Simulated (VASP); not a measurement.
TiC: band structure with r2SCAN

TiC:

```
Ti C
1.0
     0.00000    2.14711    2.14711
     2.14711    0.00000    2.14711
     2.14711    2.14711    0.00000
Ti C
1 1
Direct
  0.00000 0.00000 0.00000
  0.50000 0.50000 0.50000
```

```yaml
Program: VASP 6.6.1
Task: band structure
Functional: r2SCAN
Potentials_or_basis: VASP PAW PBE potentials, release 64 (Ti_sv, C)
Cutoff: 520 eV
k_mesh: 14 × 14 × 14
Occupations: methfessel-paxton, width 0.1 eV
Spin: no spin polarisation
Further_INCAR_settings: ALGO = Normal; EDIFF = 1e-06; NBANDS = 15
```

```json
{
 "Pressure": "7.4 GPa",
 "Band gap along the path": "none (metal or under the smearing width)"
}
```

Levels at the corners of the path, in eV from the Fermi level:
```
point  band 6  band 7  band 8  band 9  band 10  band 11
    Γ    0.88    0.88    0.88    1.70     1.70     1.70
    X   -3.71   -1.60   -0.13   -0.13     2.83     3.91
    X   -3.71   -1.60   -0.13   -0.13     2.83     3.91
    W   -3.37   -3.37   -3.00    3.09     3.09     3.91
    W   -3.37   -3.37   -3.00    3.09     3.09     3.91
    K   -3.71   -3.60   -1.96    1.65     3.50     4.22
    K   -3.71   -3.60   -1.96    1.65     3.50     4.22
    Γ    0.88    0.88    0.88    1.70     1.70     1.70
    Γ    0.88    0.88    0.88    1.70     1.70     1.70
    L   -6.21   -3.22   -3.22    3.25     3.25     4.53
    L   -6.21   -3.22   -3.22    3.25     3.25     4.53
    U   -3.71   -3.60   -1.96    1.65     3.50     4.22
    U   -3.71   -3.60   -1.96    1.65     3.50     4.22
    W   -3.37   -3.37   -3.00    3.09     3.09     3.91
    W   -3.37   -3.37   -3.00    3.09     3.09     3.91
    L   -6.21   -3.22   -3.22    3.25     3.25     4.53
    L   -6.21   -3.22   -3.22    3.25     3.25     4.53
    K   -3.71   -3.60   -1.96    1.65     3.50     4.22
    U   -3.71   -3.60   -1.96    1.65     3.50     4.22
    X   -3.71   -1.60   -0.13   -0.13     2.83     3.91
```

Wall time 120 s on 1 thread of Intel(R) Xeon(R) Platinum 8488C (Sapphire Rapids), with other jobs on the host, peak memory 0.18 GiB.

Caveat: the PAW data sets were made with another functional, which shifts forces and pressure a little.
